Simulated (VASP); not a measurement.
Energy against volume of CdF2 (fluorite). All values below come from PBEsol GGA, VASP's PBE PAW potentials (set 64) (plane waves; VASP 6.6.1). Run with 520 eV cut-off, 7×7×7 Γ-centred mesh, Gaussian smearing of 0.050 eV, potentials Cd F.

```csv
V (Å³/atom),E (eV/atom)
12.325,-3.84530
12.718,-3.85980
13.111,-3.86461
13.505,-3.86136
```

Fit these four points and predict the energy of the run at 13.898 Å³/atom.

A cubic in V^(−2/3), the third-order Birch-Murnaghan form, passes through the four points with V0 = 13.14 Å³/atom and B0 = 108 GPa, and gives -3.8514 eV/atom there. The run gave -3.8514 eV/atom, +0.1 meV/atom from the fit; all five points give B0 = 108 GPa.

The compound is CdF2 in the fluorite structure. It was relaxed first.
